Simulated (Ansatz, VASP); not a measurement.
## Cross-check of Zn21Cd9Te14Se16 between VASP and Ansatz

One calculation is typed for both programs; each brings its own data sets. How far apart do they land? The structure shown is the start of the Ansatz relaxation below; VASP solves that cell, so the two are compared at the walk's first step.

Calculated with Ansatz 0.2.0; plane waves, with VASP 6.6.1 beside it; single point at revPBE.

**1. Starting point**

The cell holds 60 atoms: 21 Zn, 9 Cd, 14 Te and 16 Se. Its edges and angles: a = 11.979 Å, b = 11.979 Å, c = 11.979 Å, α = 90.0°, β = 90.0°, γ = 90.0°.

**2. Ansatz: relaxation, revPBE**

Ansatz runs on its PAW soft_1 files.

The two programs are compared at the cell with which this relaxation starts, whose forces are those of its first step.

Contents of input.yaml:

```yaml
crystal:
  lattice:
    - [11.979, 0.0, 0.0]
    - [0.0, 11.979, 0.0]
    - [0.0, 0.0, 11.979]
  atoms:
    - { symbol: Zn, position: [0.11325, 0.72687, 0.55394] }
    - { symbol: Zn, position: [0.08295, 0.40928, 0.72099] }
    - { symbol: Zn, position: [0.3179, 0.11444, 0.02243] }
    - { symbol: Zn, position: [0.74308, 0.32731, 0.66634] }
    - { symbol: Zn, position: [0.37923, 0.60701, 0.75342] }
    - { symbol: Zn, position: [0.01061, 0.1401, 0.49533] }
    - { symbol: Zn, position: [0.10218, 0.73752, 0.88308] }
    - { symbol: Zn, position: [0.91984, 0.4654, 0.38136] }
    - { symbol: Zn, position: [0.40864, 0.84309, 0.02582] }
    - { symbol: Zn, position: [0.81463, 0.57784, 0.85628] }
    - { symbol: Zn, position: [0.62608, 0.33551, 0.98507] }
    - { symbol: Zn, position: [0.93578, 0.82031, 0.64616] }
    - { symbol: Zn, position: [0.68721, 0.61485, 0.50942] }
    - { symbol: Zn, position: [0.31365, 0.939, 0.69081] }
    - { symbol: Zn, position: [0.08854, 0.98511, 0.1537] }
    - { symbol: Zn, position: [0.85004, 0.81324, 0.32057] }
    - { symbol: Zn, position: [0.23341, 0.97969, 0.32191] }
    - { symbol: Zn, position: [0.81501, 0.8697, 0.98536] }
    - { symbol: Zn, position: [0.15246, 0.66328, 0.22694] }
    - { symbol: Zn, position: [0.60746, 0.66271, 0.1256] }
    - { symbol: Zn, position: [0.97038, 0.10286, 0.86914] }
    - { symbol: Cd, position: [0.63956, 0.03053, 0.50795] }
    - { symbol: Cd, position: [0.5571, 0.34232, 0.38383] }
    - { symbol: Cd, position: [0.79137, 0.13022, 0.19995] }
    - { symbol: Cd, position: [0.29334, 0.4345, 0.42871] }
    - { symbol: Cd, position: [0.44055, 0.76798, 0.42593] }
    - { symbol: Cd, position: [0.60255, 0.05608, 0.82771] }
    - { symbol: Cd, position: [0.07764, 0.35138, 0.09563] }
    - { symbol: Cd, position: [0.61908, 0.81238, 0.76748] }
    - { symbol: Cd, position: [0.39125, 0.25699, 0.57954] }
    - { symbol: Te, position: [0.96435, 0.26326, 0.30207] }
    - { symbol: Te, position: [0.46247, 0.57007, 0.5437] }
    - { symbol: Te, position: [0.76829, 0.1544, 0.96749] }
    - { symbol: Te, position: [0.23078, 0.082, 0.52635] }
    - { symbol: Te, position: [0.39121, 0.3128, 0.98492] }
    - { symbol: Te, position: [0.08706, 0.50933, 0.5226] }
    - { symbol: Te, position: [0.0262, 0.51985, 0.90418] }
    - { symbol: Te, position: [0.94927, 0.2362, 0.68879] }
    - { symbol: Te, position: [0.55647, 0.45613, 0.17745] }
    - { symbol: Te, position: [0.86889, 0.96313, 0.49397] }
    - { symbol: Te, position: [0.57795, 0.1182, 0.30164] }
    - { symbol: Te, position: [0.19308, 0.80692, 0.06739] }
    - { symbol: Te, position: [0.2673, 0.46961, 0.19372] }
    - { symbol: Te, position: [0.30149, 0.3908, 0.75503] }
    - { symbol: Se, position: [0.50966, 0.6844, 0.91191] }
    - { symbol: Se, position: [0.39806, 0.99116, 0.87764] }
    - { symbol: Se, position: [0.9453, 0.63342, 0.25098] }
    - { symbol: Se, position: [0.49429, 0.88837, 0.5975] }
    - { symbol: Se, position: [0.23085, 0.75089, 0.72202] }
    - { symbol: Se, position: [0.66028, 0.44763, 0.81888] }
    - { symbol: Se, position: [0.88839, 0.94021, 0.16556] }
    - { symbol: Se, position: [0.7405, 0.42202, 0.48269] }
    - { symbol: Se, position: [0.11143, 0.14279, 0.02059] }
    - { symbol: Se, position: [0.96368, 0.89141, 0.84107] }
    - { symbol: Se, position: [0.77875, 0.69464, 0.68184] }
    - { symbol: Se, position: [0.65451, 0.73223, 0.32324] }
    - { symbol: Se, position: [0.79331, 0.67233, 0.04005] }
    - { symbol: Se, position: [0.22246, 0.78093, 0.38267] }
    - { symbol: Se, position: [0.59452, 0.1859, 0.65037] }
    - { symbol: Se, position: [0.39644, 0.00992, 0.19182] }
kpoints:
  mp_grid: { grid: [1, 1, 1] }
hamiltonian:
  xc: revpbe
  pseudopotentials: { kind: paw, azcp: { folder: soft_1 } }
scf:
  occupations: { method: fermi_dirac, width: 0.05 }
output:
  forces: true
relax:
  f_tol: 0.05
  max_steps: 150
  cell: {}
```

On the command line:

```bash
$ ansatz run input.yaml --threads 8 --pin off --max-ram 15872MiB --backend cpu --events-out ev --progress --plain --runs-dir out
```

Numbers of over 12 decimals in the logs are rounded to 6 here.

Output:

```text
Engine: ansatz 0.2.0, x86_64-unknown-linux-gnu
Pseudopotentials: kind: paw
Pseudopotential: Zn, paw, valence charge 12, recommended cutoff 420 eV (normal), soft_1/Zn.paw.azcp
Pseudopotential: Cd, paw, valence charge 20, recommended cutoff 420 eV (normal), soft_1/Cd.paw.azcp
Pseudopotential: Te, paw, valence charge 16, recommended cutoff 420 eV (normal), soft_1/Te.paw.azcp
Pseudopotential: Se, paw, valence charge 16, recommended cutoff 420 eV (normal), soft_1/Se.paw.azcp
Functional definition: revPBE
  parameter kappa = 1.245
  parameter beta = 0.066725
  exchange = pbe_x(kappa = kappa, mu = beta*pi^2/3)
  correlation = pbe_c(beta = beta)
Crystal: 60 atoms, lattice volume = 1718.944 Å³
Basis set: ecut = 420 eV, 33401 PW (Γ), exchange–correlation on 162×162×162 points (8 copies of the dense FFT grid, shifted against one another)
Bands: 548, of which v1, the nominal top of the filled ones, is band 456 counted from 1 (455 counted from 0)
Symmetry: 1 space group operations
Space group: P1 (ITA 1), of the structure as read, at distance tolerance 1.2e-4 Å
k-points: 1
Non-local potential: Zn, projectors of the file, l = 0: 2, l = 1: 2, l = 2: 3, l = 3: 1
Non-local potential: Cd, projectors of the file, l = 0: 3, l = 1: 2, l = 2: 2, l = 3: 1
Non-local potential: Te, projectors of the file, l = 0: 2, l = 1: 2, l = 2: 2, l = 3: 1
Non-local potential: Se, projectors of the file, l = 0: 2, l = 1: 2, l = 2: 3, l = 3: 1
PAW form: soft (Blöchl's): semilocal exchange-correlation on the pseudo side does not see the compensation charge
PAW frozen core: Zn, regenerated for the run's functional, and the local potential with it (the file was generated under x = pbe(κ = 0.804, μ = 0.219515), c = pbe(β = 0.066725))
PAW frozen core: Cd, regenerated for the run's functional, and the local potential with it (the file was generated under x = pbe(κ = 0.804, μ = 0.219515), c = pbe(β = 0.066725))
PAW frozen core: Te, regenerated for the run's functional, and the local potential with it (the file was generated under x = pbe(κ = 0.804, μ = 0.219515), c = pbe(β = 0.066725))
PAW frozen core: Se, regenerated for the run's functional, and the local potential with it (the file was generated under x = pbe(κ = 0.804, μ = 0.219515), c = pbe(β = 0.066725))
PAW one-centre angular grid: Zn, 590 points (default); XC on 64 Gauss nodes
PAW one-centre angular grid: Cd, 590 points (default); XC on 64 Gauss nodes
PAW one-centre angular grid: Te, 590 points (default); XC on 64 Gauss nodes
PAW one-centre angular grid: Se, 590 points (default); XC on 64 Gauss nodes
Initial density: superposition of atomic densities (chi_scale 0.1, normalization cell, long waves kept (reshape's long-wave potential 0.72 eV rms))
Initial wavefunctions: pseudopotential atomic-orbital guess
Functional: x = revpbe(κ = 1.245, μ = 0.219515), c = pbe(β = 0.066725)
SCF iter   1: F=—  HF=-329553.325848 eV  |F-HF|=—  |Δ(HF+E_count)|=         —  Δρ=5.09e-2  dr2=1.79e2  ethr=3.10e-3  ⟨swp⟩=6.0  Hψ=2036  notcnv=0  defer=58
preconditioner: auto → LDOS  [insulator: Δε(μ)=0.151 eV  Ē_g=10.896 eV  σ=0.050 eV  W_gap=0.62  n_scr=436 (ndim 8)  ℏωp=20.8 eV  f_vac=0.117  D(μ)=17.91/eV (n_scr^D=80)  ε∞_Penn≈4.6  β→1.0]
SCF iter   2: F=—  HF=-329540.872754 eV  |F-HF|=—  |Δ(HF+E_count)|=    1.25e1  Δρ=4.98e-2  dr2=3.97e1  ethr=3.10e-3  ⟨swp⟩=4.0  Hψ=1134  notcnv=0  defer=72
SCF iter   3: F=—  HF=-329530.449953 eV  |F-HF|=—  |Δ(HF+E_count)|=    1.04e1  Δρ=1.96e-2  dr2=1.02e1  ethr=3.10e-3  ⟨swp⟩=3.0  Hψ=1114  notcnv=0  defer=77
SCF iter   4: F=—  HF=-329527.999747 eV  |F-HF|=—  |Δ(HF+E_count)|=    2.45e0  Δρ=5.16e-3  dr2=7.35e-1  ethr=1.12e-3  ⟨swp⟩=3.0  Hψ=853  notcnv=0  defer=77
SCF iter   5: F=—  HF=-329527.907222 eV  |F-HF|=—  |Δ(HF+E_count)|=   9.25e-2  Δρ=2.09e-3  dr2=1.10e-1  ethr=8.05e-5  ⟨swp⟩=2.0  Hψ=841  notcnv=0  defer=77
SCF iter   6: F=—  HF=-329527.900608 eV  |F-HF|=—  |Δ(HF+E_count)|=   6.61e-3  Δρ=8.80e-4  dr2=2.30e-2  ethr=1.20e-5  ⟨swp⟩=2.0  Hψ=919  notcnv=0  defer=77
SCF iter   7: F=—  HF=-329527.898726 eV  |F-HF|=—  |Δ(HF+E_count)|=   1.88e-3  Δρ=4.02e-4  dr2=7.16e-3  ethr=2.53e-6  ⟨swp⟩=2.0  Hψ=711  notcnv=0  defer=77
SCF iter   8: F=—  HF=-329527.898650 eV  |F-HF|=—  |Δ(HF+E_count)|=   7.64e-5  Δρ=2.60e-4  dr2=2.12e-3  ethr=7.85e-7  ⟨swp⟩=2.0  Hψ=667  notcnv=0  defer=77
SCF iter   9: F=—  HF=-329527.898520 eV  |F-HF|=—  |Δ(HF+E_count)|=   1.29e-4  Δρ=1.35e-4  dr2=7.00e-4  ethr=2.32e-7  ⟨swp⟩=2.0  Hψ=714  notcnv=0  defer=77
SCF iter  10: F=—  HF=-329527.898615 eV  |F-HF|=—  |Δ(HF+E_count)|=   9.42e-5  Δρ=8.42e-5  dr2=2.40e-4  ethr=7.68e-8  ⟨swp⟩=2.0  Hψ=714  notcnv=0  defer=77
SCF iter  11: F=—  HF=-329527.898576 eV  |F-HF|=—  |Δ(HF+E_count)|=   3.82e-5  Δρ=3.59e-5  dr2=4.33e-5  ethr=2.63e-8  ⟨swp⟩=2.0  Hψ=714  notcnv=0  defer=77
[...]
atom   1  Zn     0.00273712     0.00961768    -0.02288500
  atom   2  Zn     0.02486165     0.00106387     0.01830920
  atom   3  Zn     0.00065648     0.00525514    -0.01930609
  atom   4  Zn     0.00171358     0.00199124    -0.00461683
  atom   5  Zn     0.00783651    -0.00598840    -0.00608262
  atom   6  Zn    -0.00191186     0.00559813    -0.00096113
  atom   7  Zn    -0.00555278     0.01248415    -0.00498638
  atom   8  Zn     0.00812998     0.00465348    -0.00737282
  atom   9  Zn    -0.00145721    -0.00168400     0.00028156
  atom  10  Zn     0.00189219    -0.00646466     0.00042060
  atom  11  Zn     0.00120246    -0.00077111    -0.00249363
  atom  12  Zn    -0.00331506     0.00014753    -0.00495063
  atom  13  Zn    -0.00125868     0.00093414     0.00319516
  atom  14  Zn    -0.00062910    -0.00361699    -0.00627572
  atom  15  Zn    -0.00023806    -0.00523227     0.00165248
  atom  16  Zn    -0.00606795     0.00161260    -0.00429701
  atom  17  Zn    -0.00316732    -0.00168351     0.01455856
  atom  18  Zn    -0.00080923    -0.00008607    -0.00433614
  atom  19  Zn    -0.00912985    -0.00689622     0.00523025
  atom  20  Zn     0.01740358     0.00056634     0.00346748
  atom  21  Zn     0.00720806     0.00092858    -0.00999212
  atom  22  Cd     0.00677875     0.01062038     0.00340633
  atom  23  Cd    -0.00646106     0.00087051    -0.00133744
  atom  24  Cd    -0.00384663     0.00072397    -0.00341412
[...]
atom  53  Se    -0.01932908     0.00841687     0.01561862
  atom  54  Se     0.00571080    -0.00286216     0.00456226
  atom  55  Se     0.00435547     0.00260552    -0.00392146
  atom  56  Se     0.01420286    -0.00817423    -0.00159366
  atom  57  Se     0.00013482     0.00491836    -0.00047426
  atom  58  Se     0.00819160    -0.01404884     0.00882799
  atom  59  Se     0.00579912    -0.01038457    -0.00084788
  atom  60  Se     0.00661406     0.01758790    -0.00859505
  max |Σ_I F_I| component: 1.71e-6 eV/Å
--- Stress (GPa, compression-positive) ---
       -0.018631      -0.002527       0.000214
       -0.002527      -0.008148       0.004090
        0.000214       0.004090      -0.027765
  P = ⅓ Tr σ = -0.0182 GPa (-0.182 kbar)
--- Relaxed structure (25 steps of the walk, 25 accepted, 1 SCFs on fresh bases) ---
  F+E_penalty+E_count = -329535.35507527 eV   max|allowed force component| = 2.486e-2 eV/Å   (the final SCF, on the basis selected at the relaxed cell)
  cell:  # Å, volume = 1951.4755 Å³
    - [12.445197, 0.034701, 0.094327]
    - [0.034701, 12.467849, 0.056441]
    - [0.094327, 0.056441, 12.577856]
  atoms:
    - { symbol: Zn, position: [0.188814, 0.695429, 0.524806] }
    - { symbol: Zn, position: [0.065492, 0.425271, 0.730523] }
    - { symbol: Zn, position: [0.256774, 0.132936, -0.059399] }
    - { symbol: Zn, position: [0.745983, 0.339037, 0.680750] }
    - { symbol: Zn, position: [0.357184, 0.603212, 0.740959] }
    - { symbol: Zn, position: [0.00750323, 0.136169, 0.521634] }
    - { symbol: Zn, position: [0.080326, 0.743356, 0.854168] }
    - { symbol: Zn, position: [0.944057, 0.459695, 0.402265] }
    - { symbol: Zn, position: [0.348546, 0.811086, -0.062584] }
    - { symbol: Zn, position: [0.798101, 0.593477, 0.865392] }
    - { symbol: Zn, position: [0.701726, 0.351443, 0.993492] }
    - { symbol: Zn, position: [0.860600, 0.857262, 0.685422] }
    - { symbol: Zn, position: [0.684492, 0.615438, 0.508811] }
    - { symbol: Zn, position: [0.312504, 0.941792, 0.681416] }
    - { symbol: Zn, position: [0.110373, 0.979807, 0.122007] }
    - { symbol: Zn, position: [0.853333, 0.814550, 0.335744] }
    - { symbol: Zn, position: [0.242665, 0.978917, 0.382617] }
    - { symbol: Zn, position: [0.865946, 0.851826, 1.009467] }
    - { symbol: Zn, position: [0.113561, 0.610485, 0.181157] }
    - { symbol: Zn, position: [0.754614, 0.621331, 0.182140] }
    - { symbol: Zn, position: [0.932945, 0.124307, 0.873508] }
    - { symbol: Cd, position: [0.651846, 0.042811, 0.515968] }
    - { symbol: Cd, position: [0.671300, 0.333890, 0.341462] }
    - { symbol: Cd, position: [0.796682, 0.108262, 0.211186] }
    - { symbol: Cd, position: [0.313264, 0.411350, 0.406795] }
    - { symbol: Cd, position: [0.457425, 0.768321, 0.434306] }
    - { symbol: Cd, position: [0.540351, 0.163002, 0.853366] }
    - { symbol: Cd, position: [0.151327, 0.252347, 0.208817] }
    - { symbol: Cd, position: [0.565762, 0.750746, 0.721442] }
    - { symbol: Cd, position: [0.417864, 0.278761, 0.551104] }
    - { symbol: Te, position: [0.961665, 0.249430, 0.338421] }
    - { symbol: Te, position: [0.469715, 0.571739, 0.550924] }
    - { symbol: Te, position: [0.741924, 0.142689, 0.981841] }
    - { symbol: Te, position: [0.219955, 0.091453, 0.554277] }
    - { symbol: Te, position: [0.378451, 0.310055, 0.936680] }
    - { symbol: Te, position: [0.116812, 0.496520, 0.528040] }
    - { symbol: Te, position: [0.00517042, 0.548898, 0.888292] }
    - { symbol: Te, position: [0.942910, 0.247770, 0.698535] }
    - { symbol: Te, position: [0.628027, 0.454475, 0.159671] }
    - { symbol: Te, position: [0.871713, 0.960367, 0.505701] }
    - { symbol: Te, position: [0.595186, 0.124770, 0.314499] }
    - { symbol: Te, position: [0.167013, 0.783499, 0.047765] }
    - { symbol: Te, position: [0.257470, 0.454710, 0.191193] }
    - { symbol: Te, position: [0.288659, 0.391485, 0.747532] }
    - { symbol: Se, position: [0.466126, 0.667332, 0.888585] }
    - { symbol: Se, position: [0.373839, 0.994514, 0.865050] }
    - { symbol: Se, position: [0.939251, 0.622441, 0.277873] }
    - { symbol: Se, position: [0.494653, 0.905784, 0.593262] }
    - { symbol: Se, position: [0.220907, 0.758294, 0.705545] }
    - { symbol: Se, position: [0.674410, 0.445861, 0.828197] }
    - { symbol: Se, position: [0.918767, 0.931214, 0.181806] }
    - { symbol: Se, position: [0.768344, 0.436082, 0.499111] }
    - { symbol: Se, position: [0.076623, 0.144698, 0.00816056] }
    - { symbol: Se, position: [0.954984, 0.914078, 0.841906] }
    - { symbol: Se, position: [0.767720, 0.690501, 0.681892] }
    - { symbol: Se, position: [0.672677, 0.731125, 0.346577] }
    - { symbol: Se, position: [0.734707, 0.717024, 0.010685] }
    - { symbol: Se, position: [0.254644, 0.784807, 0.365200] }
    - { symbol: Se, position: [0.596768, 0.204841, 0.651586] }
    - { symbol: Se, position: [0.261556, 0.065679, 0.210982] }
```

Reading the cycles: dr2 is the Hartree energy of the density residual (eV), the measure of convergence; HF is the Harris–Foulkes estimate of the energy, which meets the free energy F at convergence.

(Part 1 of 2 ends here.)

[Lines on the potential files, build, host, timing and source positions are cut from VASP's logs without a mark.]

[Logs are printed without paths, hosts, clocks, repeated set-up lines and the standing remarks that a program may print on its own settings, such as how far it seeks lower states.]

[Hosts, paths, dates, database ids (printed as entryN), source tags and the programs' standing remarks are cut or masked in the printed files.]
